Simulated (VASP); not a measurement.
These are PBE GGA, VASP's PBE PAW potentials (set 64) (plane waves; VASP) values and carry that method's errors.

Input for VASP

File KPOINTS:
```
Automatic
0
Gamma
  22 22 22
0 0 0
```

INCAR:
```
ISMEAR=0   # Gaussian
LMAXMIX=4   # l cut-off of mixed one-centre charges
ISIF=2
ENCUT=400   # plane-wave cut-off (eV)
NELM=100
GGA=PE
LREAL=.FALSE.   # projection in real space or not
LASPH=.TRUE.   # aspherical one-centre terms
SIGMA=0.02
PREC=Accurate
LWAVE=.FALSE.
LORBIT=11
NEDOS=601
LCHARG=.FALSE.
ALGO=Normal
EDIFF=1E-6
SYSTEM=ZrO2
```

File POSCAR:
```
ZrO2
1
    0.0000000000     2.5954670000     2.5954670000
    2.5954670000     0.0000000000     2.5954670000
    2.5954670000     2.5954670000     0.0000000000
Zr O
1 2
Direct
  0.0000000000   0.0000000000   0.0000000000
  0.2500000000   0.2500000000   0.2500000000
  0.7500000000   0.7500000000   0.7500000000
```

POTCAR, in this order: Zr_sv O (PBE.64 set). Program: vasp_std.

**Question.** What will the output report for the number of irreducible k-points (NKPTS), largest plane-wave count, number of space-group operations, FFT grid (NGX, NGY, NGZ)?

**Answer.** 
```
Item                                           Value
--------------------------------------  ------------
number of irreducible k-points (NKPTS)           328
largest plane-wave count                         649
number of space-group operations                  48
FFT grid (NGX, NGY, NGZ)                24 × 24 × 24
```

The structure comes from a computed database's ZrO2 entry; how it stands against other phases isn't given here. The cell was not relaxed at this level. The run is one of a series of settings (NEDOS = 601, KPOINTS 22×22×22 Γ-centred mesh against the base run), some of them coarse on purpose.
